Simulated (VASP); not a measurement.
Output of a VASP run:

**OSZICAR**
```
       N       E                     dE             d eps       ncg     rms          rms(c)
DAV:   1     0.330158257827E+02    0.33016E+02   -0.63479E+03  1924   0.127E+03
DAV:   2    -0.137782314654E+02   -0.46794E+02   -0.45622E+02  2022   0.229E+02
DAV:   3    -0.149614622631E+02   -0.11832E+01   -0.11810E+01  2457   0.363E+01
DAV:   4    -0.149758997885E+02   -0.14438E-01   -0.14415E-01  2451   0.394E+00
DAV:   5    -0.149760382440E+02   -0.13846E-03   -0.13844E-03  2483   0.233E-01    0.390E+00
DAV:   6    -0.118731783441E+02    0.31029E+01   -0.49937E-01  2372   0.723E+00    0.185E+00
DAV:   7    -0.129200872070E+02   -0.10469E+01   -0.30225E+00  2149   0.154E+01    0.280E+00
DAV:   8    -0.119825861001E+02    0.93750E+00   -0.39592E-01  1889   0.643E+00    0.140E+00
DAV:   9    -0.117382526720E+02    0.24433E+00   -0.55658E-01  1859   0.766E+00    0.113E+00
DAV:  10    -0.118937585768E+02   -0.15551E+00   -0.25521E-01  1836   0.579E+00    0.774E-02
DAV:  11    -0.118983372274E+02   -0.45787E-02   -0.34196E-03  1882   0.967E-01    0.907E-02
DAV:  12    -0.118986998718E+02   -0.36264E-03   -0.37329E-03  1894   0.734E-01    0.978E-02
DAV:  13    -0.118989397846E+02   -0.23991E-03   -0.13028E-03  1859   0.460E-01    0.142E-02
DAV:  14    -0.118991849356E+02   -0.24515E-03   -0.91774E-05  1885   0.155E-01    0.342E-03
DAV:  15    -0.118991847662E+02    0.16941E-06   -0.12020E-06  2575   0.162E-02    0.302E-03
DAV:  16    -0.118991880161E+02   -0.32498E-05   -0.48053E-07  1983   0.899E-03    0.105E-03
DAV:  17    -0.118991874034E+02    0.61271E-06   -0.21326E-07  1888   0.718E-03    0.337E-04
DAV:  18    -0.118991883167E+02   -0.91334E-06   -0.28764E-08  1415   0.231E-03    0.310E-05
DAV:  19    -0.118991882475E+02    0.69214E-07   -0.10015E-09   976   0.512E-04
   1 F= -.11899188E+02 E0= -.11899188E+02  d E =-.941432E-12
```

File OUTCAR:
```
------------------------ aborting loop because EDIFF is reached ----------------------------------------
  FORCE on cell =-STRESS in cart. coord.  units (eV):
  Direction    XX          YY          ZZ          XY          YZ          ZX
  --------------------------------------------------------------------------------------
  Total       -0.2188409     -0.5127315     -0.2188409      0.0000000     -0.0000000      0.0000000
  in kB      -21.4007736    -50.1407647    -21.4007736      0.0000000     -0.0000000      0.0000000
  external PRESSURE =     -30.9807707 kB  Pullay stress =       0.0000000 kB
  volume of cell :       16.38
      direct lattice vectors                 reciprocal lattice vectors
     0.000000000  2.069261805  1.989674813    -0.251297346  0.241632064  0.251297346
     1.989674813  0.000000000  1.989674813     0.251297346 -0.241632064  0.251297346
     1.989674813  2.069261805  0.000000000     0.251297346  0.241632064 -0.251297346
  FREE ENERGIE OF THE ION-ELECTRON SYSTEM (eV)
  ---------------------------------------------------
  free  energy   TOTEN  =       -11.8991882475 eV

  energy  without entropy=      -11.8991882475  energy(sigma->0) =      -11.89918825
```
(Selected blocks of OUTCAR.)

### POSCAR
```
LiF
1
    0.0000000000     2.0692618053     1.9896748128
    1.9896748128     0.0000000000     1.9896748128
    1.9896748128     2.0692618053     0.0000000000
Li F
1 1
Direct
  0.0000000000   0.0000000000   0.0000000000
  0.5000000000   0.5000000000   0.5000000000
```

Q: Reconstruct the remaining input files.

A: Several could match; the one computed here: the input of the run itself, r2SCAN meta-GGA, plane waves, VASP's PBE PAW potentials (set 64).

INCAR:
```
ISIF  =  2   ! forces and stress, cell fixed
LMIXTAU  =  .TRUE.
EDIFF  =  1E-7   ! SCF stop (eV)
NELM  =  100   ! most electronic steps
METAGGA  =  R2SCAN
LCHARG  =  .FALSE.
LASPH  =  .TRUE.   ! aspherical one-centre terms
ISMEAR  =  0   ! Gaussian
SIGMA  =  0.05   ! width (eV)
PREC  =  Accurate
ENCUT  =  600
SYSTEM  =  LiF
LREAL  =  .FALSE.   ! projection in real space or not
ALGO  =  Normal
LWAVE  =  .FALSE.
```

**KPOINTS**
```
Automatic mesh
0
Gamma
10 10 10
0 0 0
```

POTCAR, in this order: Li_sv F (PBE.64 set). Program: vasp_std.

The compound is LiF in the rock salt structure. This cell was strained or had an atom moved on purpose.
